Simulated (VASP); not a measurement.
# MgAl16 in VASP: a series of runs

Runs on MgAl16. Level: PBEsol. Tasks: single point.

Everything below comes from runs of VASP 6.6.1. Logs are shortened: lines on timing, memory, paths and dates and some standing lists are left out, and cuts for length are marked.

### 1 The structure

The cell holds a slab with vacuum, 17 atoms: a = 5.728 Å, b = 5.728 Å, c = 18.015 Å, α = 90.00°, β = 90.00°, γ = 60.00°.

The cell was built by a generator and needn't be a form met in nature.

### 2 Single point, PBEsol

Contents of INCAR:

```
PREC = Accurate
ENCUT = 520
EDIFF = 1E-6
ISMEAR = -1
SIGMA = 0.15
LREAL = Auto
LASPH = T
NELM = 100
ALGO = Normal
ISIF = 2
LWAVE = F
LCHARG = T
GGA = PS
LELF = T
LVHAR = T
NBANDS = 39
```

Contents of KPOINTS:

```
regular mesh
0
Gamma
  3 3 1
```

Contents of POSCAR:

```
MgAl16
1.0
    5.7275650000      0.0000000000      0.0000000000
    2.8637820000      4.9602170000      0.0000000000
    0.0000000000      0.0000000000     18.0148060000
Al Mg
16 1
Direct
    0.0000000000      0.0000000000      0.0555098956
    0.5000000873      0.0000000000      0.0555098956
   -0.0000000504      0.5000001008      0.0555098956
    0.5000000369      0.5000001008      0.0555098956
    0.1648034529      0.1672985275      0.1845923847
    0.6668949779      0.1664818293      0.1848172553
    0.1664239096      0.6660539247      0.1851112912
    0.6676911645      0.6644124642      0.1845855015
   -0.1674092331      0.3319691457      0.3139968868
    0.3305968001      0.3308968136      0.3145726354
   -0.1685922608      0.8300094532      0.3145420495
    0.3349429639      0.8343132972      0.3127596267
    0.0107221507     -0.0107521506      0.4390889916
    0.5040390756      0.0033268706      0.4473044006
   -0.0051112573      0.4939904847      0.4500795623
    0.4901333324      0.5099674067      0.4391397831
    0.7248657459      1.2233313583      0.5703379764
```

Potentials or basis: VASP PAW PBE potentials, release 64 (Al, Mg).

The run is started by

```console
$ cat potpaw_PBE.64/Al/POTCAR potpaw_PBE.64/Mg/POTCAR > POTCAR
$ mpirun -np 1 vasp_std > vasp.out
```

OUTCAR:

```text
PREC = Accurate
   ENCUT = 520
   EDIFF = 1E-6
   ISMEAR = -1
   LREAL = Auto
   LASPH = T
   NELM = 100
   ISIF = 2
   GGA = PS

 ion  position               nearest neighbor table
   1  0.000  0.000  0.056-   5 2.85   6 2.86   7 2.86   2 2.86   3 2.86   4 2.86   4 2.86   3 2.86
                             2 2.86
   2  0.500  0.000  0.056-   6 2.86   5 2.86   8 2.86   1 2.86   3 2.86   4 2.86   4 2.86   1 2.86
                             3 2.86
   3  1.000  0.500  0.056-   8 2.85   5 2.85   7 2.86   4 2.86   2 2.86   1 2.86   1 2.86   4 2.86
                             2 2.86
   4  0.500  0.500  0.056-   8 2.85   6 2.86   7 2.86   3 2.86   2 2.86   1 2.86   1 2.86   2 2.86
                             3 2.86
   5  0.165  0.167  0.185-  12 2.84   8 2.85   1 2.85   3 2.85   6 2.85   9 2.85  10 2.86   2 2.86
                             7 2.86   7 2.87   6 2.87   8 2.88
   6  0.667  0.166  0.185-   9 2.85   5 2.85   8 2.85   1 2.86   2 2.86   4 2.86   7 2.86   7 2.86
                            10 2.87  11 2.87   8 2.87   5 2.87
   7  0.166  0.666  0.185-  12 2.84   3 2.86   8 2.86   5 2.86   4 2.86   1 2.86  11 2.86   6 2.86
                             6 2.86  10 2.86   5 2.87   8 2.87
   8  0.668  0.664  0.185-  12 2.84   5 2.85   4 2.85   3 2.85   6 2.85  11 2.85   9 2.86   2 2.86
                             7 2.86   7 2.87   6 2.87   5 2.88
   9  0.833  0.332  0.314-  16 2.82  13 2.82   6 2.85  11 2.85  10 2.85   5 2.85   8 2.86  12 2.86
                            12 2.86  10 2.88  11 2.88  15 2.93
  10  0.331  0.331  0.315-  16 2.80  12 2.83   9 2.85   5 2.86  11 2.86   7 2.86  11 2.87   6 2.87
                             9 2.88  14 2.89  12 2.90  15 2.96
  11  0.831  0.830  0.315-  13 2.80  12 2.83   9 2.85   8 2.85  10 2.86   7 2.86  10 2.87   6 2.87
                             9 2.88  14 2.89  12 2.90  15 2.96
  12  0.335  0.834  0.313-  13 2.79  16 2.79  11 2.83  10 2.83   8 2.84   5 2.84   7 2.84   9 2.86
                             9 2.86  10 2.90  11 2.90  14 2.95
  13  0.011  0.989  0.439-  16 2.75  12 2.79  11 2.80  17 2.81   9 2.82  15 2.85  14 2.87  14 2.87
                            15 2.89  16 2.98
  14  0.504  0.003  0.447-  15 2.87  15 2.87  13 2.87  16 2.87  16 2.87  13 2.87  11 2.89  10 2.89
                            12 2.95  17 3.11
  15  0.995  0.494  0.450-  16 2.85  13 2.85  14 2.87  14 2.87  13 2.89  16 2.89   9 2.93  10 2.96
                            11 2.96  17 3.45
  16  0.490  0.510  0.439-  13 2.75  12 2.79  10 2.80  17 2.81   9 2.82  15 2.85  14 2.87  14 2.87
                            15 2.89  13 2.98
  17  0.725  0.223  0.570-  13 2.81  16 2.81  14 3.11  15 3.45

  LATTYP: Found a hexagonal cell.
 ALAT       =     5.7275649303
 C/A-ratio  =     3.1452818465

  Lattice vectors:

 A1 = (  -2.8637820000,  -4.9602170000,   0.0000000000)
 A2 = (   5.7275650000,   0.0000000000,   0.0000000000)
 A3 = (   0.0000000000,   0.0000000000,  18.0148060000)

Analysis of symmetry for initial positions (statically):
=====================================================================
 Subroutine PRICEL returns:
 Original cell was already a primitive cell.

 Routine SETGRP: Setting up the symmetry group for a
 hexagonal supercell.

 Subroutine GETGRP returns: Found  1 space group operations
 (whereof  1 operations were pure point group operations)
 out of a pool of 24 trial point group operations.

The static configuration has the point symmetry C_1 .

Analysis of symmetry for dynamics (positions and initial velocities):
=====================================================================
 Subroutine PRICEL returns:
 Original cell was already a primitive cell.

 Routine SETGRP: Setting up the symmetry group for a
 hexagonal supercell.

 Subroutine GETGRP returns: Found  1 space group operations
 (whereof  1 operations were pure point group operations)
 out of a pool of 24 trial point group operations.

The dynamic configuration has the point symmetry C_1 .

 Subroutine INISYM returns: Found  1 space group operations
 (whereof  1 operations are pure point group operations),
 and found     1 'primitive' translations

----------------------------------------------------------------------------------------

                                     Primitive cell

  volume of cell :     511.8000

  direct lattice vectors                    reciprocal lattice vectors
     5.727565000  0.000000000  0.000000000     0.174594265 -0.100802024  0.000000000
     2.863782000  4.960217000  0.000000000     0.000000000  0.201604083  0.000000000
     0.000000000  0.000000000 18.014806000     0.000000000  0.000000000  0.055509896

  length of vectors
[... 48 lines left out ...]

 Generating k-lattice:

  Cartesian coordinates                     Fractional coordinates (reciprocal lattice)
     0.058198088 -0.033600675  0.000000000     0.333333333  0.000000000  0.000000000
     0.000000000  0.067201361  0.000000000     0.000000000  0.333333333  0.000000000
     0.000000000  0.000000000  0.055509896     0.000000000  0.000000000  1.000000000

  Length of vectors
     0.067201360  0.067201361  0.055509896

  Shift w.r.t. Gamma in fractional coordinates (k-lattice)
     0.000000000  0.000000000  0.000000000

 Subroutine IBZKPT returns following result:
 ===========================================

 Found      5 irreducible k-points:

 Following reciprocal coordinates:
            Coordinates               Weight
  0.000000  0.000000  0.000000      1.000000
  0.333333  0.000000  0.000000      2.000000
  0.333333  0.333333  0.000000      2.000000
  0.000000  0.333333  0.000000      2.000000
 -0.333333  0.333333  0.000000      2.000000
   k-points           NKPTS =      5   k-points in BZ     NKDIM =      5   number of bands    NBANDS=     39
   number of dos      NEDOS =    301   number of ions     NIONS =     17
   total plane-waves  NPLWV = 322560
   dimension x,y,z NGX =    48 NGY =   48 NGZ =  140
   dimension x,y,z NGXF=    96 NGYF=   96 NGZF=  280
   ions per type =              16   1
   NGX,Y,Z   is equivalent  to a cutoff of  13.93, 13.93, 12.92 a.u.
   NGXF,Y,Z  is equivalent  to a cutoff of  27.86, 27.86, 25.84 a.u.
 SYSTEM =  unknown system
   PREC   = accura    normal or accurate (medium, high low for compatibility)
   ISTART =      0    job   : 0-new  1-cont  2-samecut
   ICHARG =      2    charge: 1-file 2-atom 10-const
   ISPIN  =      1    spin polarized calculation?
   LNONCOLLINEAR =      F non collinear calculations
   LSORBIT =      F    spin-orbit coupling
   LASPH  =      T    aspherical Exc in radial PAW
   ENCUT  =  520.0 eV  38.22 Ry    6.18 a.u.  10.65 10.65 33.50*2*pi/ulx,y,z
   NELM   =    100;   NELMIN=  2; NELMDL= -5     # of ELM steps
   EDIFF  = 0.1E-05   stopping-criterion for ELM
   LREAL  =      T    real-space projection
   EDIFFG = 0.1E-04   stopping-criterion for IOM
   NSW    =      0    number of steps for IOM
   IBRION =     -1    ionic relax: 0-MD 1-quasi-New 2-CG
   NFREE  =      0    steps in history (QN), initial steepest desc. (CG)
   ISIF   =      2    stress and relaxation
   ISYM   =      2    0-nonsym 1-usesym 2-fastsym
   POTIM  = 0.5000    time-step for ionic-motion
   TEBEG  =    0.0;   TEEND  =   0.0 temperature during run
   PSTRESS=    0.0 pullay stress
   NELECT =      50.0000    total number of electrons
   NUPDOWN=      -1.0000    fix difference up-down
   EMIN   =  10.00;   EMAX   =-10.00  energy-range for DOS
   EFERMI =   0.00;   METHOD = LEGACY
   ISMEAR =    -1;   SIGMA  =   0.15  broadening in eV -4-tet -1-fermi 0-gaus
   EFERMI_NEDOS =   21; number of points for ismear=-14 and -15
   IALGO  =     38    algorithm
   IMIX   =      4    mixing-type and parameters
     AMIX     =   0.40;   BMIX     =  1.00
     AMIX_MAG =   1.60;   BMIX_MAG =  1.00
  volume/ion in A,a.u.               =      30.11       203.16
  Fermi-wavevector in a.u.,A,eV,Ry     =   0.753989  1.424832  7.734894  0.568499
  Thomas-Fermi vector in A             =   1.851553
   LORBIT       =      0    0 simple, 1 ext, 2 COOP (PROOUT), +10 PAW based schemes
   GGA     = PS    functional components
   LHFCALC =     F    Hartree Fock is set to
   AEXX    =    0.0000 exact exchange contribution
   IVDW    =     0    specifies the selected vdW correction
   LEPSILON=     F    determine dielectric tensor
   LRPA    =     F    only Hartree local field effects (RPA)
 non-spin polarized calculation
  energy-cutoff  :      520.00
  volume of cell :      511.80
 maximum number of plane-waves:     13819
 NGX is ok and might be reduce to    42
   NGX = 21   NGY = 21   NGZ = 67

 number of electron      50.0000000 magnetization

 Free energy of the ion-electron system (eV)
  ---------------------------------------------------
  ext. energy  EPLUGINS =         0.00000000
  ---------------------------------------------------
  free energy    TOTEN  =       -63.67094175 eV

  energy without entropy =      -63.09011005  energy(sigma->0) =      -63.38052590

 E-fermi :   2.7145     XC(G=0):  -6.7827

 val. band max:        2.6696913640   @ k =   0.0000   0.0000   0.0000
 cond. band min:       2.8034533136   @ k =   0.3333   0.0000   0.0000
 fundamental gap:      0.1337619495
 Fermi energy:         2.7145133911

 k-point     1 :       0.0000    0.0000    0.0000
  band No.  band energies     occupation
      1      -8.1234      2.00000
      2      -7.0932      2.00000
      3      -5.5057      2.00000
      4      -3.3739      2.00000
      5      -2.3044      2.00000
      6      -2.2880      2.00000
[... 189 lines left out ...]
     36       5.3946      0.00000
     37       5.5355      0.00000
 [bands above 37 left out]

------------------------ aborting loop because EDIFF is reached ----------------------------------------

  FORCE on cell =-STRESS in cart. coord.  units (eV):
  Direction    XX          YY          ZZ          XY          YZ          ZX
  --------------------------------------------------------------------------------------
  -------------------------------------------------------------------------------------
  Total       -6.5815494     -5.8878830      0.0492727     -0.6090198      0.0449672      0.0465613
  in kB      -20.6033782    -18.4318727      0.1542468     -1.9065216      0.1407688      0.1457589
  external PRESSURE =     -12.9603347 kB  Pullay stress =       0.0000000 kB

 VOLUME and BASIS-vectors are now :
 -----------------------------------------------------------------------------
  energy-cutoff  :      520.00
  volume of cell :      511.80
      direct lattice vectors                 reciprocal lattice vectors
     5.727565000  0.000000000  0.000000000     0.174594265 -0.100802024  0.000000000
     2.863782000  4.960217000  0.000000000     0.000000000  0.201604083  0.000000000
     0.000000000  0.000000000 18.014806000     0.000000000  0.000000000  0.055509896

 POSITION                                       TOTAL-FORCE (eV/Angst)
 -----------------------------------------------------------------------------------
      0.00000      0.00000      1.00000        -0.055896      0.051031     -0.004849
      2.86378      0.00000      1.00000         0.048488      0.027558      0.014270
      7.15946      2.48011      1.00000        -0.016003     -0.010027     -0.003001
      4.29567      2.48011      1.00000         0.016528     -0.074722     -0.004796
      1.42303      0.82984      3.32540        -0.002980      0.001350     -0.002863
      4.29645      0.82579      3.32945         0.006570      0.003141     -0.007078
[... 9 lines left out ...]
      4.26771      2.52955      7.91102         0.000132      0.000443     -0.005183
      4.79129      1.10777     10.27453         0.000664      0.001865      0.001391
 -----------------------------------------------------------------------------------
    total drift:                               -0.009341     -0.007371     -0.006585

  FREE ENERGIE OF THE ION-ELECTRON SYSTEM (eV)
  ---------------------------------------------------
  free  energy   TOTEN  =       -63.6709417535 eV

  energy  without entropy=      -63.0901100487  energy(sigma->0) =      -63.38052590
```

It took 2.3 min on 1 thread of Intel Xeon 6975P-C (Granite Rapids), shared host; peak memory 0.62 GiB.

Results:

```
Free energy            : -63.6709 eV
Largest force          : 0.077 eV/Å
Band gap on the k mesh : none (metal or under the smearing width)
```

Forces on the atoms (eV/Å):
```
Al  -0.056  0.051 -0.005
Al   0.048  0.028  0.014
Al  -0.016 -0.010 -0.003
Al   0.017 -0.075 -0.005
Al  -0.003  0.001 -0.003
Al   0.007  0.003 -0.007
Al   0.002  0.000 -0.001
Al  -0.001 -0.002 -0.002
Al  -0.002 -0.002  0.002
Al  -0.001 -0.001  0.009
Al  -0.001  0.000  0.011
Al  -0.001  0.000  0.009
Al   0.000  0.001 -0.007
Al   0.003  0.001 -0.003
Al   0.004  0.003 -0.006
Al   0.000  0.000 -0.005
Mg   0.001  0.002  0.001
```

Caveat: the k mesh is coarse (spacing up to 0.42 Å⁻¹), so the values aren't converged; the PAW data sets were made with another functional, which shifts forces and pressure a little.

### 3 Single point, PBEsol

Contents of INCAR:

```
ALGO = Normal
EDIFF = 1E-7
ENCUT = 520
GGA = PS
ISIF = 2
ISMEAR = -1
LASPH = True
LCHARG = True
LELF = True
LREAL = Auto
LVHAR = True
LWAVE = False
NBANDS = 39
NELM = 100
PREC = Accurate
SIGMA = 0.15
```

Contents of KPOINTS:

```
k-points
0
Gamma
  3 3 1
```

Contents of POSCAR:

```
MgAl16
1.0
    5.7275650000      0.0000000000      0.0000000000
    2.8637820000      4.9602170000      0.0000000000
    0.0000000000      0.0000000000     18.0148060000
Al Mg
16 1
Direct
    0.0000000000      0.0000000000      0.0555098956
    0.5000000873      0.0000000000      0.0555098956
   -0.0000000504      0.5000001008      0.0555098956
    0.5000000369      0.5000001008      0.0555098956
    0.1624628086      0.1666630714      0.1846170866
    0.6663240887      0.1662806284      0.1849106230
    0.1652892952      0.6652370249      0.1852548398
    0.6667063633      0.6624212207      0.1846140891
   -0.1694794248      0.3303549018      0.3145120741
    0.3289492615      0.3285364330      0.3143615868
   -0.1713136358      0.8288322870      0.3143745206
    0.3327760273      0.8326980453      0.3130059241
    0.0057001828     -0.0146404885      0.4395236341
    0.5009509765      0.0007394838      0.4481185087
   -0.0059861265      0.4937477534      0.4476169213
    0.4855195800      0.5054780869      0.4394638499
    0.7824596821      1.2831686598      0.5701502975
```

Potentials or basis: VASP PAW PBE potentials, release 64 (Al, Mg).

The run is started by

```console
$ cat potpaw_PBE.64/Al/POTCAR potpaw_PBE.64/Mg/POTCAR > POTCAR
$ mpirun -np 1 vasp_std > vasp.out
```

It took 2.5 min on 1 thread of Intel Xeon 6975P-C (Granite Rapids), shared host; peak memory 0.61 GiB.

Results (log left out):

| Quantity | Value |
| --- | --- |
| Free energy | -63.6889 eV |
| Largest force | 0.067 eV/Å |
| Band gap on the k mesh | none (metal or under the smearing width) |

Forces on the atoms (eV/Å):
```
Al  -0.034  0.056 -0.010
Al   0.019  0.011  0.034
Al  -0.040 -0.023 -0.009
Al   0.032 -0.058 -0.010
Al  -0.003  0.001 -0.003
Al   0.000  0.000 -0.007
Al  -0.002 -0.001 -0.003
Al   0.000 -0.004 -0.002
Al  -0.004 -0.002  0.002
Al  -0.003 -0.003  0.001
Al  -0.005 -0.001  0.001
Al   0.001  0.000 -0.003
Al  -0.003  0.000  0.002
Al   0.001  0.000  0.004
Al   0.001  0.001 -0.002
Al  -0.002  0.000  0.001
Mg   0.044  0.024  0.002
```

Levels at points of the mesh, in eV from the Fermi level:
```
           k point  band 20  band 21  band 22  band 23  band 24  band 25  band 26  band 27  band 28  band 29
(0.00, 0.00, 0.00)    -2.63    -2.13    -2.12    -2.08    -1.47    -0.44    -0.35    -0.33    -0.07    -0.04
```

Caveat: the k mesh is coarse (spacing up to 0.42 Å⁻¹), so the values aren't converged; the PAW data sets were made with another functional, which shifts forces and pressure a little.

### 4 Single point, PBEsol

Contents of INCAR:

```
SYSTEM = MgAl16
PREC = Accurate ; ENCUT = 520
EDIFF = 1E-6 ; ISMEAR = -1
SIGMA = 0.15 ; LREAL = Auto
LASPH = .TRUE. ; NELM = 100
ALGO = Normal ; ISIF = 2
LWAVE = .FALSE. ; LCHARG = .FALSE.
GGA = PS ; NBANDS = 39
```

Contents of KPOINTS:

```
Automatic mesh
0
G
  3 3 1
  0 0 0
```

Contents of POSCAR:

```
MgAl16
1.0
    5.7275650000      0.0000000000      0.0000000000
    2.8637820000      4.9602170000      0.0000000000
    0.0000000000      0.0000000000     18.0148060000
Al Mg
16 1
Direct
    0.0000000000      0.0000000000      0.0555098956
    0.5000000873      0.0000000000      0.0555098956
   -0.0000000504      0.5000001008      0.0555098956
    0.5000000369      0.5000001008      0.0555098956
    0.1637514045      0.1682164309      0.1847883347
    0.6681427798      0.1681789325      0.1847667413
    0.1666810626      0.6667006706      0.1852895335
    0.6681848762      0.6637784194      0.1847973273
   -0.1666182442      0.3334862164      0.3148250944
    0.3350434139      0.3307514570      0.3137704064
   -0.1692296235      0.8351832188      0.3138278036
    0.3344598174      0.8347596486      0.3139837864
    0.0026083487     -0.0062031560      0.4427786233
    0.4997100117     -0.0009241531      0.4476186421
    0.0043486139      0.5039454927      0.4415233225
    0.4931713942      0.5027211511      0.4424441762
    0.8362407083      1.3415703386      0.5700930113
```

The run is started by

```console
$ cat potpaw_PBE.64/Al/POTCAR potpaw_PBE.64/Mg/POTCAR > POTCAR
$ mpirun -np 1 vasp_std > vasp.out
```

It took 2.2 min on 1 thread of Intel Xeon 6975P-C (Granite Rapids), shared host; peak memory 0.63 GiB.

It converged, with:

```
Free energy            : -63.7044 eV
Largest force          : 0.057 eV/Å
Band gap on the k mesh : none (metal or under the smearing width)
```

Forces on the atoms (eV/Å):
```
Al   0.003  0.055 -0.009
Al  -0.002 -0.002  0.042
Al  -0.049 -0.027 -0.010
Al   0.050 -0.024 -0.009
Al  -0.001 -0.001 -0.006
Al   0.001  0.000 -0.007
Al   0.001  0.000 -0.004
Al  -0.001  0.000 -0.005
Al   0.000  0.000  0.005
Al   0.001  0.001  0.006
Al   0.001  0.001  0.007
Al  -0.002 -0.001  0.009
Al   0.003  0.008 -0.013
Al   0.001  0.001  0.004
Al  -0.004  0.000 -0.020
Al   0.009  0.001 -0.016
Mg  -0.011 -0.011  0.024
```

Levels at points of the mesh, in eV from the Fermi level:
| k point | band 20 | band 21 | band 22 | band 23 | band 24 | band 25 | band 26 | band 27 | band 28 | band 29 |
| --- | --- | --- | --- | --- | --- | --- | --- | --- | --- | --- |
| (0.00, 0.00, 0.00) | -2.63 | -2.12 | -2.12 | -2.09 | -1.48 | -0.40 | -0.39 | -0.31 | -0.07 | -0.03 |

Caveat: the k mesh is coarse (spacing up to 0.42 Å⁻¹), so the values aren't converged; the PAW data sets were made with another functional, which shifts forces and pressure a little.
